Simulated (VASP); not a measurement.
**ScPd under strain**

How does the pressure of ScPd answer to a change of volume? The bands are shown for each cell. All runs use PBEsol. Left out of this account: 1 further run (self-consistent run: a reference on another mesh). The start is a cell from a database of measured crystal structures.

Calculated with VASP 6.6.1; PBEsol; plane waves and PAW (Sc_sv, Pd).

## Step 1: The starting structure

Symmetry: Pm-3m, No. 221, cubic system. The conventional cell has a = 3.283 Å, b = 3.283 Å, c = 3.283 Å, α = 90.00°, β = 90.00°, γ = 90.00°. Nearest to Sc lie 8 Pd at 2.84 Å. Pd has 8 Sc at 2.84 Å nearest. Farther neighbours are not listed.

As a file:

```xyz
2
Lattice="3.2830 0.0000 0.0000 0.0000 3.2830 0.0000 0.0000 0.0000 3.2830" Properties=species:S:1:pos:R:3 pbc="T T T"
Sc    1.6415    1.6415    1.6415
Pd    0.0000    0.0000    0.0000
```

## Step 2: Bands, cell as listed

The mesh alone shows little of the dispersion and can miss band extrema, so KPOINTS_OPT adds a path through the symmetry points after the self-consistent cycle. PBEsol restores the gradient expansion of exchange and is tuned for the cells of solids.

Input file INCAR:

```
SYSTEM = ScPd
PREC = Accurate
ENCUT = 400
EDIFF = 1E-06
NELM = 100
ISMEAR = -1
SIGMA = 0.05
LREAL = .FALSE.
ALGO = Normal
GGA = PS
NBANDS = 22
LASPH = .TRUE.
LORBIT = 11
LWAVE = .FALSE.
LCHARG = .FALSE.
KPAR = 2
```

Input file POSCAR:

```
ScPd
1.0
    3.2830000000      0.0000000000      0.0000000000
    0.0000000000      3.2830000000      0.0000000000
    0.0000000000      0.0000000000      3.2830000000
Sc Pd
1 1
Direct
    0.5000000000      0.5000000000      0.5000000000
    0.0000000000      0.0000000000      0.0000000000
```

Input file KPOINTS:

```
Automatic mesh
0
Gamma
12 12 12
0 0 0
```

Input file KPOINTS_OPT:

```
Line mode
16
Line-mode
Reciprocal
  0.00000000   0.00000000   0.00000000 GAMMA
  0.00000000   0.50000000   0.00000000 X

  0.00000000   0.50000000   0.00000000 X
  0.50000000   0.50000000   0.00000000 M

  0.50000000   0.50000000   0.00000000 M
  0.00000000   0.00000000   0.00000000 GAMMA

  0.00000000   0.00000000   0.00000000 GAMMA
  0.50000000   0.50000000   0.50000000 R

  0.50000000   0.50000000   0.50000000 R
  0.00000000   0.50000000   0.00000000 X

  0.50000000   0.50000000   0.00000000 M
  0.50000000   0.50000000   0.50000000 R
```

PAW data sets: Sc_sv and Pd (PBE family, release 64).

Run with:

```
$ mpirun -np 2 vasp_std
```

Log:

```text
[banner, memory and clock lines left out]
running    2 mpi-ranks, on    1 nodes
 distrk:  each k-point on    1 cores,    2 groups
 distr:  one band on    1 cores,    1 groups

 POSCAR found type information on POSCAR ScPd
 POSCAR found :  2 types and       2 ions
|                                                                             |
|               ----> ADVICE to this user running VASP <----                  |
|                                                                             |
|     You enforced a specific xc type in the INCAR file but a different       |
|     [... a line on the potential file left out ...]
|     I HOPE YOU KNOW WHAT YOU ARE DOING!                                     |
|                                                                             |

 LDA part: xc-table for (Slater+PW92), standard interpolation
 POSCAR, INCAR and KPOINTS ok, starting setup
 FFT: planning ... GRIDC
 FFT: planning ... GRID_SOFT
 FFT: planning ... GRID
 WAVECAR not read
 entering main loop
       N       E                     dE             d eps       ncg     rms          rms(c)
DAV:   1     0.164264647862E+03    0.16426E+03   -0.84409E+03  3760   0.788E+02
DAV:   2    -0.109335990062E+02   -0.17520E+03   -0.16749E+03  3774   0.285E+02
DAV:   3    -0.157496417945E+02   -0.48160E+01   -0.47774E+01  4378   0.594E+01
DAV:   4    -0.158502275557E+02   -0.10059E+00   -0.10054E+00  4522   0.716E+00
DAV:   5    -0.158554923545E+02   -0.52648E-02   -0.52646E-02  5336   0.171E+00    0.861E+00
DAV:   6    -0.145553229062E+02    0.13002E+01   -0.14179E+00  5050   0.154E+01    0.338E+00
DAV:   7    -0.143811083621E+02    0.17421E+00   -0.60559E-01  5162   0.636E+00    0.112E+00
DAV:   8    -0.143554705196E+02    0.25638E-01   -0.80292E-02  5578   0.232E+00    0.586E-01
DAV:   9    -0.143508056199E+02    0.46649E-02   -0.22479E-02  4058   0.196E+00    0.277E-01
DAV:  10    -0.143496534016E+02    0.11522E-02   -0.71167E-03  4692   0.991E-01    0.831E-02
DAV:  11    -0.143494738135E+02    0.17959E-03   -0.70686E-04  5456   0.302E-01    0.186E-02
DAV:  12    -0.143494721544E+02    0.16591E-05   -0.17373E-05  5634   0.354E-02    0.511E-03
DAV:  13    -0.143494720792E+02    0.75222E-07   -0.20796E-07  2292   0.367E-03
   1 F= -.14349472E+02 E0= -.14343565E+02  d E =-.118138E-01
 Start KPOINTS_OPT (optional k-point list driver)
k-point batch [1-84\96]
       N       E                     dE             ncg
DAV:   1     0.111536224025E+04   -0.41501E+05     3752
DAV:   2    -0.131558413063E+05   -0.14271E+05     3782
DAV:   3    -0.135532543072E+05   -0.39741E+03     4262
DAV:   4    -0.135615493730E+05   -0.82951E+01     4514
DAV:   5    -0.135619998458E+05   -0.45047E+00     5306
DAV:   6    -0.135620040017E+05   -0.41558E-02     4502
DAV:   7    -0.135620040941E+05   -0.92419E-04     5108
DAV:   8    -0.135620040948E+05   -0.74195E-06     2638
k-point batch [85-96\96]
       N       E                     dE             ncg
DAV:   1     0.405911725686E+05   -0.97699E+04      528
DAV:   2     0.384837429137E+05   -0.21074E+04      552
DAV:   3     0.384213947530E+05   -0.62348E+02      552
DAV:   4     0.384199816014E+05   -0.14132E+01      652
DAV:   5     0.384198932933E+05   -0.88308E-01      730
DAV:   6     0.384198927988E+05   -0.49453E-03      646
DAV:   7     0.384198927859E+05   -0.12872E-04      704
DAV:   8     0.384198927858E+05   -0.92907E-07      272
```

It took 15 s on 2 MPI ranks of AMD EPYC 9R45, shared host; peak memory 0.31 GiB.

The logs omit lines about the potential files and the build; timing stands in the text.

From OUTCAR (step 2):

```text
ion  position               nearest neighbor table
   1  0.500  0.500  0.500-   2 2.84   2 2.84   2 2.84   2 2.84   2 2.84   2 2.84   2 2.84   2 2.84

  LATTYP: Found a simple cubic cell.
 ALAT       =     3.2830000000

 Subroutine GETGRP returns: Found 48 space group operations
 (whereof 48 operations were pure point group operations)

The static configuration has the point symmetry O_h .

 Found     84 irreducible k-points:

   k-points           NKPTS =     84   k-points in BZ     NKDIM =     84   number of bands    NBANDS=     22

   dimension x,y,z NGX =    24 NGY =   24 NGZ =   24
   dimension x,y,z NGXF=    48 NGYF=   48 NGZF=   48

   ENCUT  =  400.0 eV  29.40 Ry    5.42 a.u.   5.35  5.35  5.35*2*pi/ulx,y,z

   NELECT =      21.0000    total number of electrons

 k-points in reciprocal lattice and weights: Automatic mesh
   0.00000000  0.00000000  0.00000000       0.001
   0.08333333  0.00000000  0.00000000       0.003
   0.16666667  0.00000000  0.00000000       0.003
   0.25000000  0.00000000  0.00000000       0.003
   0.33333333  0.00000000  0.00000000       0.003
   0.41666667  0.00000000  0.00000000       0.003
   0.50000000  0.00000000  0.00000000       0.002
   0.08333333  0.08333333  0.00000000       0.007
   0.16666667  0.08333333  0.00000000       0.014
[...]
0.50000000  0.50000000  0.41666667       0.003
   0.50000000  0.50000000  0.50000000       0.001

 average (electrostatic) potential at core
       1 -43.8502       2 -73.6392

 E-fermi :   7.2946

 k-point     1 :       0.0000    0.0000    0.0000
  band No.  band energies     occupation
    ...
      6       2.6001      2.00000
      7       2.6001      2.00000
      8       4.4446      2.00000
      9       4.4446      2.00000
     10       4.4446      2.00000
     11       8.4632      0.00000
     12       8.4632      0.00000
     13      10.5727      0.00000
     14      10.5727      0.00000
     15      10.5727      0.00000
    ...

 k-point     2 :       0.0833    0.0000    0.0000
  band No.  band energies     occupation
    ...
      6       2.6402      2.00000
      7       2.6663      2.00000
      8       4.4239      2.00000
      9       4.4239      2.00000
     10       4.4621      2.00000
     11       8.3947      0.00000
     12       8.4810      0.00000
     13      10.3650      0.00000
     14      10.3650      0.00000
     15      10.5401      0.00000
    ...

 k-point     3 :       0.1667    0.0000    0.0000
  band No.  band energies     occupation
    ...
      6       2.7544      2.00000
      7       2.8540      2.00000
      8       4.3687      2.00000
      9       4.3687      2.00000
     10       4.5107      2.00000
     11       8.2028      0.00000
     12       8.4918      0.00000
     13       9.8984      0.00000
     14       9.8984      0.00000
     15      10.4504      0.00000
    ...

  Total       -0.3759837     -0.3759837     -0.3759837     -0.0000000      0.0000000     -0.0000000
  in kB      -17.0242077    -17.0242077    -17.0242077     -0.0000000      0.0000000     -0.0000000
  external PRESSURE =     -17.0242077 kB  Pullay stress =       0.0000000 kB

  energy-cutoff  :      400.00
  volume of cell :       35.38
      direct lattice vectors                 reciprocal lattice vectors
     3.283000000  0.000000000  0.000000000     0.304599452  0.000000000  0.000000000
     0.000000000  3.283000000  0.000000000     0.000000000  0.304599452  0.000000000
     0.000000000  0.000000000  3.283000000     0.000000000  0.000000000  0.304599452

 POSITION                                       TOTAL-FORCE (eV/Angst)
 -----------------------------------------------------------------------------------
      1.64150      1.64150      1.64150         0.000000      0.000000      0.000000
      0.00000      0.00000      0.00000         0.000000      0.000000      0.000000
 -----------------------------------------------------------------------------------
    total drift:                                0.000000      0.000000     -0.000000

  FREE ENERGIE OF THE ION-ELECTRON SYSTEM (eV)
  ---------------------------------------------------
  free  energy   TOTEN  =       -14.3494720792 eV

  energy  without entropy=      -14.3376582988  energy(sigma->0) =      -14.34356519

 total charge
# of ion       s       p       d       tot
------------------------------------------
    1        2.263   6.169   0.985   9.417
    2        0.608   0.422   8.485   9.515
--------------------------------------------------
tot          2.871   6.591   9.470  18.932

[... 3 further parts left out ...]
```

This run has no spin polarisation. Its electron count is odd, so without a moment it is a metal by construction. Spin-orbit coupling is off here; it would split degenerate levels. The PAW data sets were made with PBE, which is usual practice but a small mismatch for other functionals.

This step gave:

```yaml
scf_cycles: 13
electrons: 21
bands: 22
irreducible_k_points: 84
symmetry_operations: 48
free_energy_toten: -14.35 eV
energy_at_zero_smearing: -14.34 eV
fermi_energy: 7.295 eV
pressure: -1.702 GPa
metallic: yes
```

The electronic bands at the labelled points (eV, zero at the Fermi level; # counts the bands kept, so #1 is VASP's band 5):

| point | #3 | #4 | #5 | #6 | #7 | #8 | #9 | #10 |
| --- | --- | --- | --- | --- | --- | --- | --- | --- |
| Γ | -4.69 | -2.85 | -2.85 | -2.85 | 1.17 | 1.17 | 3.28 | 3.28 |
| 0.47 of the way | -4.22 | -2.98 | -2.98 | -2.73 | 0.69 | 1.10 | 2.20 | 2.20 |
| X | -3.14 | -3.14 | -3.05 | -2.57 | -0.71 | 0.02 | 1.33 | 1.33 |
| 0.47 of the way | -3.37 | -3.37 | -3.12 | -1.41 | -0.90 | 0.86 | 1.50 | 2.19 |
| M | -3.63 | -3.63 | -1.97 | -0.56 | 0.62 | 0.62 | 1.65 | 3.12 |
| 0.53 of the way | -3.79 | -3.21 | -3.09 | -2.85 | 0.84 | 1.14 | 1.34 | 2.04 |
| Γ | -4.69 | -2.85 | -2.85 | -2.85 | 1.17 | 1.17 | 3.28 | 3.28 |
| 0.47 of the way | -3.70 | -3.39 | -3.39 | -3.16 | 1.09 | 1.09 | 2.07 | 2.13 |
| R | -3.98 | -1.93 | -1.93 | -1.14 | -1.14 | -1.14 | 3.67 | 3.67 |
| 0.53 of the way | -3.65 | -3.51 | -3.39 | -1.04 | -1.00 | 0.83 | 1.58 | 2.92 |
| X | -3.14 | -3.14 | -3.05 | -2.57 | -0.71 | 0.02 | 1.33 | 1.33 |
| jump to M | -3.63 | -3.63 | -1.97 | -0.56 | 0.62 | 0.62 | 1.65 | 3.12 |
| 0.47 of the way | -3.80 | -3.77 | -1.95 | -0.58 | -0.39 | -0.39 | 2.34 | 3.63 |
| R | -3.98 | -1.93 | -1.93 | -1.14 | -1.14 | -1.14 | 3.67 | 3.67 |

Of the projections kept (Sc, Pd), the largest for each band there; the rest of the weight can lie on other orbitals:

| point | #3 | #4 | #5 | #6 | #7 | #8 | #9 | #10 |
| --- | --- | --- | --- | --- | --- | --- | --- | --- |
| Γ | Pd 0.88 | Pd 0.94 | Pd 0.94 | Pd 0.94 | Sc 0.76 | Sc 0.76 | Sc 0.92 | Sc 0.92 |
| X | Pd 0.98 | Pd 0.98 | Sc 0.60 | Pd 1.00 | Pd 0.93 | Sc 1.00 | Sc 0.91 | Sc 0.91 |
| M | Pd 0.89 | Pd 0.89 | Pd 1.00 | Pd 0.68 | Pd 0.62 | Pd 0.62 | Sc 0.77 | Sc 0.83 |
| Γ | Pd 0.88 | Pd 0.94 | Pd 0.94 | Pd 0.94 | Sc 0.76 | Sc 0.76 | Sc 0.92 | Sc 0.92 |
| R | Pd 0.94 | Pd 1.00 | Pd 1.00 | Sc 0.71 | Sc 0.71 | Sc 0.71 | Sc 1.00 | Sc 1.00 |
| X | Pd 0.98 | Pd 0.98 | Sc 0.60 | Pd 1.00 | Pd 0.93 | Sc 1.00 | Sc 0.91 | Sc 0.91 |

There is no gap at this level.

## Step 3: Bands, volume times 1.04

The cell is expanded evenly, with fractional positions held.

INCAR is that of step 2.

Input file POSCAR:

```
ScPd
1.0
    3.3262023227      0.0000000000      0.0000000000
    0.0000000000      3.3262023227      0.0000000000
    0.0000000000      0.0000000000      3.3262023227
Sc Pd
1 1
Direct
    0.5000000000      0.5000000000      0.5000000000
    0.0000000000      0.0000000000      0.0000000000
```

KPOINTS is that of step 2.

KPOINTS_OPT is that of step 2.

Run with:

```
$ mpirun -np 2 vasp_std
```

Log:

```text
[banner, memory and clock lines left out]
running    2 mpi-ranks, on    1 nodes
 distrk:  each k-point on    1 cores,    2 groups
 distr:  one band on    1 cores,    1 groups

 POSCAR found type information on POSCAR ScPd
 POSCAR found :  2 types and       2 ions
 [... a notice as in an earlier step ...]

 LDA part: xc-table for (Slater+PW92), standard interpolation
 POSCAR, INCAR and KPOINTS ok, starting setup
 FFT: planning ... GRIDC
 FFT: planning ... GRID_SOFT
 FFT: planning ... GRID
 WAVECAR not read
 entering main loop
       N       E                     dE             d eps       ncg     rms          rms(c)
DAV:   1     0.159108785302E+03    0.15911E+03   -0.85276E+03  3792   0.781E+02
DAV:   2    -0.110662346700E+02   -0.17018E+03   -0.16252E+03  3774   0.279E+02
DAV:   3    -0.157873672038E+02   -0.47211E+01   -0.46804E+01  4466   0.580E+01
DAV:   4    -0.158839199638E+02   -0.96553E-01   -0.96508E-01  4516   0.696E+00
DAV:   5    -0.158885817296E+02   -0.46618E-02   -0.46616E-02  5336   0.153E+00    0.809E+00
DAV:   6    -0.145292603398E+02    0.13593E+01   -0.15308E+00  4990   0.157E+01    0.327E+00
DAV:   7    -0.143587573245E+02    0.17050E+00   -0.68364E-01  4872   0.639E+00    0.126E+00
DAV:   8    -0.143234945648E+02    0.35263E-01   -0.10850E-01  5544   0.277E+00    0.607E-01
DAV:   9    -0.143191832661E+02    0.43113E-02   -0.27493E-02  4034   0.213E+00    0.300E-01
DAV:  10    -0.143176328806E+02    0.15504E-02   -0.98315E-03  4704   0.114E+00    0.961E-02
DAV:  11    -0.143173848258E+02    0.24805E-03   -0.10994E-03  5414   0.369E-01    0.261E-02
DAV:  12    -0.143173784910E+02    0.63348E-05   -0.38102E-05  5740   0.601E-02    0.562E-03
DAV:  13    -0.143173784412E+02    0.49824E-07   -0.49834E-07  2366   0.646E-03
   1 F= -.14317378E+02 E0= -.14311426E+02  d E =-.119056E-01
 Start KPOINTS_OPT (optional k-point list driver)
k-point batch [1-84\96]
       N       E                     dE             ncg
DAV:   1     0.773674033750E+02   -0.40715E+05     3784
DAV:   2    -0.138435148190E+05   -0.13921E+05     3738
DAV:   3    -0.142136134455E+05   -0.37010E+03     4354
DAV:   4    -0.142209773587E+05   -0.73639E+01     4600
DAV:   5    -0.142213948479E+05   -0.41749E+00     5264
DAV:   6    -0.142213980006E+05   -0.31527E-02     4534
DAV:   7    -0.142213980831E+05   -0.82466E-04     5018
DAV:   8    -0.142213980837E+05   -0.62526E-06     2578
k-point batch [85-96\96]
       N       E                     dE             ncg
DAV:   1     0.405448282427E+05   -0.93600E+04      528
DAV:   2     0.384312062894E+05   -0.21136E+04      558
DAV:   3     0.383708457218E+05   -0.60361E+02      580
DAV:   4     0.383695610638E+05   -0.12847E+01      606
DAV:   5     0.383694772788E+05   -0.83785E-01      758
DAV:   6     0.383694768547E+05   -0.42404E-03      630
DAV:   7     0.383694768422E+05   -0.12571E-04      660
DAV:   8     0.383694768421E+05   -0.82327E-07      272
```

The job ended after 15 s (2 MPI ranks; peak memory 0.33 GiB).

Parts of OUTCAR (step 3):

```text
  LATTYP: Found a simple cubic cell.
 ALAT       =     3.3262023227

The static configuration has the point symmetry O_h .

 Found     84 irreducible k-points:

   ENCUT  =  400.0 eV  29.40 Ry    5.42 a.u.   5.42  5.42  5.42*2*pi/ulx,y,z

   NELECT =      21.0000    total number of electrons

 E-fermi :   6.8678

 k-point     1 :       0.0000    0.0000    0.0000
  band No.  band energies     occupation
    ...
      6       2.4062      2.00000
      7       2.4062      2.00000
      8       4.1321      2.00000
      9       4.1321      2.00000
     10       4.1321      2.00000
     11       7.9949      0.00000
     12       7.9949      0.00000
     13       9.9956      0.00000
     14       9.9956      0.00000
     15       9.9956      0.00000
    ...

 k-point     2 :       0.0833    0.0000    0.0000
  band No.  band energies     occupation
    ...
      6       2.4443      2.00000
      7       2.4678      2.00000
      8       4.1124      2.00000
      9       4.1124      2.00000
     10       4.1486      2.00000
     11       7.9321      0.00000
     12       8.0103      0.00000
     13       9.8032      0.00000
     14       9.8032      0.00000
     15       9.9658      0.00000
    ...

  Total       -1.3632280     -1.3632280     -1.3632280     -0.0000000      0.0000000     -0.0000000
  in kB      -59.3516906    -59.3516906    -59.3516906     -0.0000000      0.0000000     -0.0000000
  external PRESSURE =     -59.3516906 kB  Pullay stress =       0.0000000 kB

  energy-cutoff  :      400.00
  volume of cell :       36.80
      direct lattice vectors                 reciprocal lattice vectors
     3.326202323  0.000000000  0.000000000     0.300643167  0.000000000  0.000000000
     0.000000000  3.326202323  0.000000000     0.000000000  0.300643167  0.000000000
     0.000000000  0.000000000  3.326202323     0.000000000  0.000000000  0.300643167

 POSITION                                       TOTAL-FORCE (eV/Angst)
 -----------------------------------------------------------------------------------
      1.66310      1.66310      1.66310         0.000000      0.000000      0.000000
      0.00000      0.00000      0.00000         0.000000      0.000000      0.000000
 -----------------------------------------------------------------------------------
    total drift:                                0.000000      0.000000     -0.000000

  FREE ENERGIE OF THE ION-ELECTRON SYSTEM (eV)
  ---------------------------------------------------
  free  energy   TOTEN  =       -14.3173784412 eV

  energy  without entropy=      -14.3054728390  energy(sigma->0) =      -14.31142564

 total charge
# of ion       s       p       d       tot
------------------------------------------
    1        2.254   6.155   0.951   9.361
    2        0.589   0.396   8.474   9.458
--------------------------------------------------
tot          2.844   6.551   9.425  18.820

[... 4 parts as in an earlier step ...]

[... 6 further parts left out ...]
```

Numbers from this step:

```yaml
free_energy_toten: -14.32 eV
energy_at_zero_smearing: -14.31 eV
fermi_energy: 6.868 eV
pressure: -5.935 GPa
```

Electronic bands along the path, in eV, zero at the Fermi level; # counts the bands kept, so #1 is VASP's band 5:

| point | #3 | #4 | #5 | #6 | #7 | #8 | #9 | #10 |
| --- | --- | --- | --- | --- | --- | --- | --- | --- |
| Γ | -4.46 | -2.74 | -2.74 | -2.74 | 1.13 | 1.13 | 3.13 | 3.13 |
| 0.47 of the way | -4.02 | -2.86 | -2.86 | -2.62 | 0.69 | 1.05 | 2.12 | 2.12 |
| X | -3.01 | -3.01 | -2.96 | -2.47 | -0.74 | 0.07 | 1.30 | 1.30 |
| 0.53 of the way | -3.27 | -3.09 | -3.02 | -1.09 | -0.92 | 1.03 | 1.42 | 2.28 |
| M | -3.47 | -3.47 | -1.91 | -0.55 | 0.59 | 0.59 | 1.58 | 2.97 |
| 0.53 of the way | -3.62 | -3.07 | -2.97 | -2.74 | 0.81 | 1.10 | 1.31 | 1.97 |
| Γ | -4.46 | -2.74 | -2.74 | -2.74 | 1.13 | 1.13 | 3.13 | 3.13 |
| 0.47 of the way | -3.54 | -3.25 | -3.25 | -3.04 | 1.05 | 1.05 | 1.98 | 2.05 |
| R | -3.83 | -1.87 | -1.87 | -1.05 | -1.05 | -1.05 | 3.51 | 3.51 |
| 0.53 of the way | -3.49 | -3.34 | -3.26 | -1.00 | -0.99 | 0.81 | 1.54 | 2.79 |
| X | -3.01 | -3.01 | -2.96 | -2.47 | -0.74 | 0.07 | 1.30 | 1.30 |
| jump to M | -3.47 | -3.47 | -1.91 | -0.55 | 0.59 | 0.59 | 1.58 | 2.97 |
| 0.47 of the way | -3.64 | -3.59 | -1.89 | -0.57 | -0.35 | -0.35 | 2.24 | 3.47 |
| R | -3.83 | -1.87 | -1.87 | -1.05 | -1.05 | -1.05 | 3.51 | 3.51 |

Of the projections kept (Sc, Pd), the largest for each band there; the rest of the weight can lie on other orbitals:

| point | #3 | #4 | #5 | #6 | #7 | #8 | #9 | #10 |
| --- | --- | --- | --- | --- | --- | --- | --- | --- |
| Γ | Pd 0.88 | Pd 0.94 | Pd 0.94 | Pd 0.94 | Sc 0.77 | Sc 0.77 | Sc 0.92 | Sc 0.92 |
| X | Pd 0.98 | Pd 0.98 | Sc 0.61 | Pd 1.00 | Pd 0.93 | Sc 1.00 | Sc 0.92 | Sc 0.92 |
| M | Pd 0.89 | Pd 0.89 | Pd 1.00 | Pd 0.68 | Pd 0.62 | Pd 0.62 | Sc 0.78 | Sc 0.83 |
| Γ | Pd 0.88 | Pd 0.94 | Pd 0.94 | Pd 0.94 | Sc 0.77 | Sc 0.77 | Sc 0.92 | Sc 0.92 |
| R | Pd 0.94 | Pd 1.00 | Pd 1.00 | Sc 0.72 | Sc 0.72 | Sc 0.72 | Sc 1.00 | Sc 1.00 |
| X | Pd 0.98 | Pd 0.98 | Sc 0.61 | Pd 1.00 | Pd 0.93 | Sc 1.00 | Sc 0.92 | Sc 0.92 |

 The pressure is -5.94 GPa.

For the pressure, step 2 gave -1.70 GPa; this run, with cell volume +4.0 %, gives -5.94 GPa.

(Part 1 of 4 ends here.)

[Lines on the potential files, build, host, timing and source positions are cut from VASP's logs without a mark.]

[Logs are printed without paths, hosts, clocks, repeated set-up lines and the standing remarks that a program may print on its own settings, such as how far it seeks lower states.]

[Hosts, paths, dates, database ids (printed as entryN), source tags and the programs' standing remarks are cut or masked in the printed files.]

[A measured line is paired with the nearest computed mode of its activity, which favours agreement.]
